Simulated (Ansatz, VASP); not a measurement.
# Cross-check of Te2Mo between VASP and Ansatz, part 2 of 2

Wanted: the spread between two codes on one cell, functional and k mesh. The structure shown is the end of the Ansatz relaxation below.

VASP 6.6.1 and Ansatz 0.2.0.

So far: The structure; Ansatz: relaxation, PBE with D3(BJ); VASP: single point, PBE with D3(BJ), pair 1; Differences.

## (6) VASP: single point, PBE with D3(BJ), pair 2

Level of this step: PBE with D3(BJ), no spin polarisation; plane waves and PAW (Te, Mo_sv) (VASP).

The same cell, functional, mesh and smearing now go to VASP, with its own data sets.

The input, INCAR:

```
SYSTEM = Te2Mo
PREC = Accurate
ENCUT = 500
EDIFF = 1E-06
NELM = 120
ISMEAR = -1
SIGMA = 0.02
LREAL = .FALSE.
ALGO = Normal
GGA = PE
IVDW = 12
NBANDS = 32
LASPH = .TRUE.
LORBIT = 11
LWAVE = .FALSE.
LCHARG = .FALSE.
ISIF = 2
GGA_COMPAT = .FALSE.
EFERMI = MIDGAP
KPAR = 2
```

The input, POSCAR:

```
Te2Mo
1.0
    3.5315851900      0.0000000000      0.0000000000
   -1.7657925950      3.0584424902      0.0000000000
    0.0000000000      0.0000000000     13.6388797732
Te Mo
4 2
Direct
    0.3333333333      0.6666666667      0.6177479330
    0.6666666667      0.3333333333      0.1177479330
    0.3333333333      0.6666666667      0.8822520670
    0.6666666667      0.3333333333      0.3822520670
    0.3333333333      0.6666666667      0.2500000000
    0.6666666667      0.3333333333      0.7500000000
```

The input, KPOINTS:

```
Automatic mesh
0
Gamma
9 9 2
0 0 0
```

PAW data sets: Te and Mo_sv (PBE family, release 64).

Run with:

```sh
$ mpirun -np 2 vasp_std
```

Numbers of over 12 decimals in the logs are rounded to 6 here.

The program printed:

```text
[... set-up lines as in an earlier step ...]
 entering main loop
       N       E                     dE             d eps       ncg     rms          rms(c)
DAV:   1     0.391691433611E+03    0.39169E+03   -0.26598E+04  1784   0.141E+03
DAV:   2    -0.138871241732E+02   -0.40558E+03   -0.39645E+03  1904   0.335E+02
DAV:   3    -0.365950126857E+02   -0.22708E+02   -0.22286E+02  1904   0.658E+01
DAV:   4    -0.371881693526E+02   -0.59316E+00   -0.59052E+00  1888   0.107E+01
[...]
DAV:  15    -0.359430549192E+02    0.11244E-05   -0.14072E-06  1224   0.603E-03    0.233E-02
DAV:  16    -0.359430537173E+02    0.12019E-05   -0.24370E-06  1328   0.739E-03    0.714E-03
DAV:  17    -0.359430536087E+02    0.10854E-06   -0.28036E-07   984   0.267E-03
   1 F= -.39215897E+02 E0= -.39215897E+02  d E =-.534710E-08
```

OUTCAR, selected parts (step 6):

```text
 Edisp (eV)   -3.27284

  Total      -1.39972    -1.39972     0.07028     0.00000     0.00000    -0.00000
  in kB     -15.22313   -15.22313     0.76432     0.00000     0.00000    -0.00000
  external pressure =       -9.89 kB  Pullay stress =        0.00 kB

 POSITION                                       TOTAL-FORCE (eV/Angst)
 -----------------------------------------------------------------------------------
     -0.00000      2.03896      8.42539        -0.000000     -0.000000     -0.016288
      1.76579      1.01948      1.60595        -0.000000     -0.000000     -0.016288
     -0.00000      2.03896     12.03293        -0.000000      0.000000      0.016288
      1.76579      1.01948      5.21349         0.000000     -0.000000      0.016288
     -0.00000      2.03896      3.40972        -0.000000     -0.000000     -0.000000
      1.76579      1.01948     10.22916         0.000000      0.000000     -0.000000
 -----------------------------------------------------------------------------------
    total drift:                               -0.000000      0.000000     -0.000000

  FREE ENERGIE OF THE ION-ELECTRON SYSTEM (eV)
  ---------------------------------------------------
  free  energy   TOTEN  =       -39.2158972460 eV

  energy  without entropy=      -39.2158972406  energy(sigma->0) =      -39.21589724

[... 1 part as in an earlier step ...]

[... 2 further parts left out ...]
[key lines of the parts left out:]
E-fermi :   8.8037
```

The run ends at a pressure of -0.99 GPa, with forces up to 0.016 eV/Å.

## (7) Comparison

What differs besides the data sets and the points named for the pairs above, as far as they apply: the data sets hold 92 valence electrons in Ansatz (on its PAW soft_1 files) and 52 in VASP. Total energies have different zeros and are not compared.

Both answers:

```csv
quantity,Ansatz,VASP,difference
pressure (GPa),-1.01,-0.99,-0.02
gap on the k mesh (eV),0.631,0.623,+0.007
```

At this near-relaxed geometry the largest component of a force difference is 17 meV/Å. A gap on the mesh is an upper bound, since the band edges may lie between its points.

## (8) Ansatz: relaxation, PBE with D3(BJ)

This run makes the geometry at which the two programs are then compared. The cell compared in this pair holds 149.58 Å³, against 147.32 Å³ for the pair before.

The structure compared here is the end of the Ansatz relaxation.

The input, input.yaml:

```yaml
crystal:
  lattice:
    - [3.56655138, 0.0, 0.0]
    - [-1.78327569, 3.088724099, 0.0]
    - [0.0, 0.0, 13.536442764]
  atoms:
    - { symbol: Te, position: [0.3333333, 0.6666667, 0.617383] }
    - { symbol: Te, position: [0.6666667, 0.3333333, 0.117383] }
    - { symbol: Te, position: [0.3333333, 0.6666667, 0.882617] }
    - { symbol: Te, position: [0.6666667, 0.3333333, 0.382617] }
    - { symbol: Mo, position: [0.3333333, 0.6666667, 0.25] }
    - { symbol: Mo, position: [0.6666667, 0.3333333, 0.75] }
kpoints:
  mp_grid: { grid: [9, 9, 2] }
scf:
  occupations: { method: fermi_dirac, width: 0.02 }
hamiltonian:
  xc: pbe
  pseudopotentials: { kind: paw, azcp: { folder: soft_1 } }
  dispersion: d3bj
basis:
  ecutwfc: 600
output:
  forces: true
  stress: true
relax:
  f_tol: 0.005
  max_steps: 70
  cell: { stress_tol: 0.02, p_target: 0, fix: [a, b, alpha, beta, gamma] }
```

Run with:

```sh
$ ansatz run input.yaml --threads 4 --pin off --max-ram 10240MiB --backend cpu --events-out ev --progress --plain --runs-dir out
```

The program printed:

```text
[...]
Crystal: 6 atoms, lattice volume = 149.119 Å³
Basis set: ecut = 600 eV, 4945 PW (Γ), exchange–correlation on 60×60×240 points (8 copies of the dense FFT grid, shifted against one another)
Bands: 56, of which v1, the nominal top of the filled ones, is band 46 counted from 1 (45 counted from 0)
Symmetry: 24 space group operations
[...]
k-points: 24 of 162
[...]
cell:  # Å, volume = 149.5845 Å³
    - [3.566551, 0, 0]
    - [-1.783276, 3.088724, 0]
    - [0, 0, 13.578729]
  atoms:
    - { symbol: Te, position: [0.333333, 0.666667, 0.618105] }
    - { symbol: Te, position: [0.666667, 0.333333, 0.118105] }
    - { symbol: Te, position: [0.333333, 0.666667, 0.881895] }
    - { symbol: Te, position: [0.666667, 0.333333, 0.381895] }
    - { symbol: Mo, position: [0.333333, 0.666667, 0.25] }
    - { symbol: Mo, position: [0.666667, 0.333333, 0.75] }
[key lines of the parts left out:]
SCF converged after 5 iterations
Free energy (F): -37837.043272 eV
Fermi energy:    12.965046 eV
P = ⅓ Tr σ = -1.9566 GPa (-19.566 kbar)
```

## (9) VASP: single point, PBE with D3(BJ), pair 3

The same cell, functional, mesh and smearing now go to VASP, with its own data sets.

INCAR is that of step 6.

The input, POSCAR:

```
Te2Mo
1.0
    3.5665513800      0.0000000000      0.0000000000
   -1.7832756900      3.0887240990      0.0000000000
    0.0000000000      0.0000000000     13.5787286926
Te Mo
4 2
Direct
    0.3333333333      0.6666666667      0.6181051632
    0.6666666667      0.3333333333      0.1181051632
    0.3333333333      0.6666666667      0.8818948368
    0.6666666667      0.3333333333      0.3818948368
    0.3333333333      0.6666666667      0.2500000000
    0.6666666667      0.3333333333      0.7500000000
```

KPOINTS is that of step 6.

Run with:

```sh
$ mpirun -np 2 vasp_std
```

The program printed:

```text
[... set-up lines as in an earlier step ...]
 entering main loop
       N       E                     dE             d eps       ncg     rms          rms(c)
DAV:   1     0.398111738779E+03    0.39811E+03   -0.26720E+04  1768   0.141E+03
DAV:   2    -0.157812959733E+02   -0.41389E+03   -0.40313E+03  1936   0.338E+02
DAV:   3    -0.366924151710E+02   -0.20911E+02   -0.20620E+02  1912   0.663E+01
DAV:   4    -0.372130726616E+02   -0.52066E+00   -0.51853E+00  1856   0.105E+01
[...]
DAV:  14    -0.359514495165E+02   -0.16126E-05   -0.49508E-06  1640   0.986E-03    0.374E-02
DAV:  15    -0.359514483813E+02    0.11352E-05   -0.17032E-06  1304   0.701E-03    0.141E-02
DAV:  16    -0.359514477343E+02    0.64705E-06   -0.16686E-06  1248   0.582E-03
   1 F= -.39174651E+02 E0= -.39174651E+02  d E =-.150800E-07
```

From OUTCAR (step 9):

```text
 Edisp (eV)   -3.22320

  Total      -2.73969    -2.73969     0.06138     0.00000    -0.00000     0.00000
  in kB     -29.34437   -29.34437     0.65743     0.00000    -0.00000     0.00000
  external pressure =      -19.34 kB  Pullay stress =        0.00 kB

 POSITION                                       TOTAL-FORCE (eV/Angst)
 -----------------------------------------------------------------------------------
     -0.00000      2.05915      8.39308         0.000000     -0.000000     -0.016053
      1.78328      1.02957      1.60372        -0.000000      0.000000     -0.016053
     -0.00000      2.05915     11.97501         0.000000      0.000000      0.016053
      1.78328      1.02957      5.18565        -0.000000      0.000000      0.016053
     -0.00000      2.05915      3.39468        -0.000000      0.000000     -0.000000
      1.78328      1.02957     10.18405         0.000000     -0.000000     -0.000000
 -----------------------------------------------------------------------------------
    total drift:                               -0.000000      0.000000     -0.000000

  FREE ENERGIE OF THE ION-ELECTRON SYSTEM (eV)
  ---------------------------------------------------
  free  energy   TOTEN  =       -39.1746513314 eV

  energy  without entropy=      -39.1746513163  energy(sigma->0) =      -39.17465132

[... 1 part as in an earlier step ...]

[... 2 further parts left out ...]
[key lines of the parts left out:]
E-fermi :   8.6539
```

The run ends at a pressure of -1.93 GPa, with forces up to 0.016 eV/Å.

## (10) Side by side

What differs besides the data sets and the points named for the pairs above, as far as they apply: the data sets hold 92 valence electrons in Ansatz (on its PAW soft_1 files) and 52 in VASP. Total energies have different zeros and are not compared.

Compared:

```csv
quantity,Ansatz,VASP,difference
pressure (GPa),-1.96,-1.93,-0.02
gap on the k mesh (eV),0.593,0.585,+0.008
```

At this near-relaxed geometry the largest component of a force difference is 17 meV/Å. A gap on the mesh is an upper bound, since the band edges may lie between its points.

## (11) What came out

```json
{
  "difference in gap on the k mesh (single point, PBE with D3(BJ), pair 1)": "-0.0027 eV",
  "r.m.s. force difference (single point, PBE with D3(BJ), pair 1)": "8.2 meV/Å",
  "difference in gap on the k mesh (single point, PBE with D3(BJ), pair 2)": "0.0072 eV",
  "r.m.s. force difference (single point, PBE with D3(BJ), pair 2)": "7.8 meV/Å",
  "difference in gap on the k mesh (single point, PBE with D3(BJ), pair 3)": "0.0076 eV",
  "r.m.s. force difference (single point, PBE with D3(BJ), pair 3)": "8.1 meV/Å"
}
```

The r.m.s. force difference is 8.2 meV/Å (single point, PBE with D3(BJ), pair 1), within the 12 meV/Å picked in this series as the mark of a large difference. The data sets hold unlike numbers of valence electrons (92 in Ansatz and 52 in VASP), so part of the differences comes from the potentials. 3 further runs of this series are not shown here. Such differences can come from data sets, numerical settings and the points named under the comparisons, not from the functional's error against experiment.

[Lines on the potential files, build, host, timing and source positions are cut from VASP's logs without a mark.]

[Logs are printed without paths, hosts, clocks, repeated set-up lines and the standing remarks that a program may print on its own settings, such as how far it seeks lower states.]

[Hosts, paths, dates, database ids (printed as entryN), source tags and the programs' standing remarks are cut or masked in the printed files.]
